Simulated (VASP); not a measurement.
Level of theory: PBE GGA, VASP's PBE PAW potentials (set 64) (plane waves; VASP).

Input for VASP

### POSCAR
```
BaHfO3
1
    4.2014504048     0.0000000000     0.0000000000
    0.0000000000     4.2014504048     0.0000000000
    0.0000000000     0.0000000000     4.2014504048
Ba Hf O
1 1 3
Direct
  0.0000000000   0.0000000000   0.0000000000
  0.5000000000   0.5000000000   0.5000000000
  0.5000000000   0.0000000000   0.5000000000
  0.0000000000   0.5000000000   0.5000000000
  0.5000000000   0.5000000000   0.0000000000
```

**KPOINTS**
```
Automatic mesh
0
Gamma
5 5 5
0 0 0
```

INCAR:
```
ALGO=Normal
EDIFF=1E-7
ENCUT=520
GGA=PE
ISIF=2
ISMEAR=0
LASPH=.TRUE.
LCHARG=.FALSE.
LMAXMIX=6
LREAL=.FALSE.
LWAVE=.FALSE.
NELM=100
PREC=Accurate
SIGMA=0.05
SYSTEM=BaHfO3
```

POTCAR, in this order: Ba_sv Hf_pv O (PBE.64 set). Program: vasp_std.

Question: What does the run give for the energy per atom (σ→0)?

Answer: 
```yaml
energy per atom (σ→0): -8.711 eV/atom
```

**OSZICAR**
```
...
DAV:   8    -0.435730772771E+02    0.17833E-01   -0.35685E-01   588   0.507E+00    0.530E+00
DAV:   9    -0.435572007541E+02    0.15877E-01   -0.91849E-02   572   0.194E+00    0.160E+00
DAV:  10    -0.435571029027E+02    0.97851E-04   -0.98152E-03   558   0.669E-01    0.680E-01
DAV:  11    -0.435569406945E+02    0.16221E-03   -0.83651E-04   601   0.198E-01    0.181E-01
DAV:  12    -0.435569765930E+02   -0.35898E-04   -0.86684E-05   674   0.648E-02    0.164E-01
DAV:  13    -0.435569803404E+02   -0.37474E-05   -0.13244E-05   602   0.244E-02    0.761E-03
DAV:  14    -0.435569803721E+02   -0.31658E-07   -0.77539E-07   610   0.610E-03
   1 F= -.43556980E+02 E0= -.43556980E+02  d E =-.194058E-10
```

The compound is BaHfO3 in the cubic perovskite structure. It was relaxed first.
